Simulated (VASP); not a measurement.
Set up this calculation in VASP 6.6.1, as the native input.

```yaml
Task: single point
Functional: LDA
Potentials_or_basis: VASP PAW LDA potentials, release 64 (Ta_pv, N)
Cutoff: 520 eV
k_mesh: 9 × 9 × 6
Occupations: gaussian, width 0.1 eV
Spin: no spin polarisation
Dipole_correction: no
Further_INCAR_settings: ALGO = Fast; EDIFF = 1e-06; NBANDS = 15
```

The structure of TaN lies in POSCAR:

```
TaN
1.0
    2.9380000000      0.0000000000      0.0000000000
   -1.4690000000      2.5443826363      0.0000000000
    0.0000000000      0.0000000000      2.8830000000
Ta N
1 1
Direct
    0.3333333333      0.6666666667      0.5000000000
    0.0000000000      0.0000000000      0.0000000000
```

These files were run (other wordings do the same):

INCAR

```
  PREC = Accurate
  ENCUT = 520
  EDIFF = 1E-6
  ISMEAR = 0
  SIGMA = 0.1
  LREAL = F
  LASPH = T
  NELM = 100
  ALGO = Fast
  ISIF = 2
  LWAVE = F
  LCHARG = F
  NBANDS = 15
```

KPOINTS

```
Automatic mesh
0
Gamma
  9 9 6
```

Potentials or basis: VASP PAW LDA potentials, release 64 (Ta_pv, N).

The run is started by

```bash
$ cat potpaw_LDA.64/Ta_pv/POTCAR potpaw_LDA.64/N/POTCAR > POTCAR
$ mpirun -np 1 vasp_std > vasp.out
```

It gave:

* Pressure: -9.8 GPa
* Band gap on the k mesh: none (metal or under the smearing width)

Caveat: the k mesh is coarse (spacing up to 0.36 Å⁻¹), so the values aren't converged.

Wall time 5.2 s on 1 thread of Intel(R) Xeon(R) 6975P-C (Granite Rapids), on a shared host, peak memory 0.13 GiB.
